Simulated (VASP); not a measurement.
All values below come from PBEsol GGA, VASP's PBE PAW potentials (set 64) (plane waves; VASP). For the first row: Run with 400 eV cut-off, 7×7×8 Γ-centred mesh, tetrahedra with Blöchl corrections, potentials Al Ti_sv.

```csv
system,energy (eV/atom)
Ti₃Al (space group P6_3/mmc),-7.5572
Al (fcc),-4.0930
Ti (hcp),-8.3325
```

The references are the elements' solids at the same level; no temperature or zero-point terms are added.

Question: What is the formation energy per atom of Ti3Al?

Answer: The references average (2×(-4.0930) + 6×(-8.3325))/8 = -7.2726 eV, so the formation energy is -7.5572 − (-7.2726) = -0.285 eV/atom.
